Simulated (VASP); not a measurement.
Method: LDA (Ceperley-Alder, Perdew-Zunger), VASP's LDA PAW potentials (set 64) (plane waves; VASP).

VASP input:

File POSCAR:
```
AlNi
1.0
  2.8340431052   0.0000000000   0.0000000000
  0.0000000000   2.8340431052   0.0000000000
  0.0000000000   0.0000000000   2.8340431052
Al Ni
1 1
Direct
  0.5000000000   0.5000000000   0.5000000000
  0.0000000000   0.0000000000   0.0000000000
```

INCAR:
```
ALGO = Normal
EDIFF = 1E-6
EDIFFG = -0.01
ENCUT = 400
IBRION = 2
ISIF = 3
ISMEAR = 1
LASPH = .True.
LCHARG = .False.
LMAXMIX = 4
LREAL = .False.
LWAVE = .False.
NELM = 100
NSW = 60
PREC = Accurate
SIGMA = 0.1
SYSTEM = AlNi
```

### KPOINTS
```
Automatic mesh
0
Gamma
12 12 12
0 0 0
```

POTCAR, in this order: Al Ni (LDA.64 set). Program: vasp_std.

The run wrote:

### OSZICAR
```
       N       E                     dE             d eps       ncg     rms          rms(c)
DAV:   1     0.338697636426E+02    0.33870E+02   -0.49203E+03  1704   0.115E+03
DAV:   2    -0.126236941197E+02   -0.46493E+02   -0.44160E+02  1698   0.194E+02
DAV:   3    -0.136226577648E+02   -0.99896E+00   -0.99062E+00  2018   0.367E+01
DAV:   4    -0.136374040482E+02   -0.14746E-01   -0.14742E-01  2024   0.404E+00
DAV:   5    -0.136377502747E+02   -0.34623E-03   -0.34622E-03  1910   0.613E-01    0.120E+01
DAV:   6    -0.151423765708E+02   -0.15046E+01   -0.52887E+01  1852   0.130E+02    0.144E+01
DAV:   7    -0.122220392840E+02    0.29203E+01   -0.15415E+01  1832   0.776E+01    0.106E+00
DAV:   8    -0.122122923097E+02    0.97470E-02   -0.32793E-01  2020   0.697E+00    0.105E+00
DAV:   9    -0.121961740288E+02    0.16118E-01   -0.53504E-02  1980   0.388E+00    0.164E-01
DAV:  10    -0.121958223504E+02    0.35168E-03   -0.92828E-04  1880   0.457E-01    0.877E-02
DAV:  11    -0.121958198557E+02    0.24947E-05   -0.36182E-05  2262   0.801E-02    0.232E-02
DAV:  12    -0.121958191102E+02    0.74550E-06   -0.21894E-06  1112   0.273E-02
   1 F= -.12195819E+02 E0= -.12195865E+02  d E =-.121958E+02
```

### OUTCAR
```
------------------------ aborting loop because EDIFF is reached ----------------------------------------
  FORCE on cell =-STRESS in cart. coord.  units (eV):
  Direction    XX          YY          ZZ          XY          YZ          ZX
  --------------------------------------------------------------------------------------
  Total       -0.0089635     -0.0089635     -0.0089635      0.0000000      0.0000000     -0.0000000
  in kB       -0.6309104     -0.6309104     -0.6309104      0.0000000      0.0000000     -0.0000000
  external PRESSURE =      -0.6309104 kB  Pullay stress =       0.0000000 kB
  volume of cell :       22.76
      direct lattice vectors                 reciprocal lattice vectors
     2.834043105  0.000000000  0.000000000     0.352852784  0.000000000  0.000000000
     0.000000000  2.834043105  0.000000000     0.000000000  0.352852784  0.000000000
     0.000000000  0.000000000  2.834043105     0.000000000  0.000000000  0.352852784
 POSITION                                       TOTAL-FORCE (eV/Angst)
 -----------------------------------------------------------------------------------
      1.41702      1.41702      1.41702         0.000000      0.000000      0.000000
      0.00000      0.00000      0.00000         0.000000      0.000000      0.000000
 -----------------------------------------------------------------------------------
    total drift:                               -0.000000     -0.000000      0.000000
  FREE ENERGIE OF THE ION-ELECTRON SYSTEM (eV)
  ---------------------------------------------------
  free  energy   TOTEN  =       -12.1958191102 eV

  energy  without entropy=      -12.1959553397  energy(sigma->0) =      -12.19586452

 reached required accuracy - stopping structural energy minimisation
```
(Selected blocks of OUTCAR.)

The structure comes from a computed database's AlNi entry (Pm-3m); how it stands against other phases isn't given here. It was relaxed first. The start is the result of an earlier pass. The run is not spin-polarised, so no magnetic state was tried. The electron count is odd and the run is not spin-polarised, which forces a metal.
